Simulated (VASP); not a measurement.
Input:

```yaml
crystal:
  lattice:
    - [2.84440, 0.00000, 0.00000]
    - [0.00000, 2.84440, 0.00000]
    - [0.00000, 0.00000, 3.54581]
  atoms:
    - { symbol: Cu, position: [0.00000, 0.00000, 0.00000] }
    - { symbol: Au, position: [0.50000, 0.50000, 0.50000] }
```

Level of theory: PBE GGA with D3 dispersion (Becke-Johnson damping), VASP's PBE PAW potentials (set 64) (plane waves; VASP 6.6.1). Numerical set-up: 520 eV cut-off, Gaussian smearing of 0.050 eV, potentials Cu Au.

Question: Give the energies of bands 1 to 14 at the high-symmetry points, in eV from the Fermi level.

Answer: 
```json
[
 {"band": "1", "Γ": "-9.95", "X": "-6.86", "M": "-7.24", "Z": "-7.92", "R": "-7.10", "A": "-6.63"},
 {"band": "2", "Γ": "-6.68", "X": "-5.50", "M": "-5.88", "Z": "-6.34", "R": "-6.73", "A": "-5.91"},
 {"band": "3", "Γ": "-6.55", "X": "-5.49", "M": "-5.88", "Z": "-5.87", "R": "-4.73", "A": "-5.91"},
 {"band": "4", "Γ": "-4.24", "X": "-4.73", "M": "-5.87", "Z": "-3.94", "R": "-4.39", "A": "-3.60"},
 {"band": "5", "Γ": "-4.24", "X": "-4.25", "M": "-1.91", "Z": "-3.94", "R": "-3.93", "A": "-3.33"},
 {"band": "6", "Γ": "-3.29", "X": "-3.43", "M": "-1.88", "Z": "-3.47", "R": "-2.71", "A": "-3.33"},
 {"band": "7", "Γ": "-2.82", "X": "-3.08", "M": "-1.82", "Z": "-3.29", "R": "-2.04", "A": "-3.17"},
 {"band": "8", "Γ": "-2.16", "X": "-3.08", "M": "-1.79", "Z": "-2.96", "R": "-1.87", "A": "-2.20"},
 {"band": "9", "Γ": "-1.76", "X": "-2.55", "M": "-1.40", "Z": "-2.48", "R": "-1.61", "A": "-1.90"},
 {"band": "10", "Γ": "-1.54", "X": "-2.33", "M": "-1.40", "Z": "-2.48", "R": "-1.56", "A": "-1.79"},
 {"band": "11", "Γ": "-1.54", "X": "-1.07", "M": "0.29", "Z": "-2.32", "R": "-1.12", "A": "5.15"},
 {"band": "12", "Γ": "2.79", "X": "-0.46", "M": "0.29", "Z": "-2.13", "R": "-1.12", "A": "5.48"},
 {"band": "13", "Γ": "9.05", "X": "10.05", "M": "4.71", "Z": "14.00", "R": "2.62", "A": "5.48"},
 {"band": "14", "Γ": "9.40", "X": "10.10", "M": "6.62", "Z": "14.34", "R": "4.58", "A": "5.84"}
]
```

It has no gap at this level: it comes out as a metal or semimetal.

The compound is CuAu in the L1_0 structure. It was relaxed first.
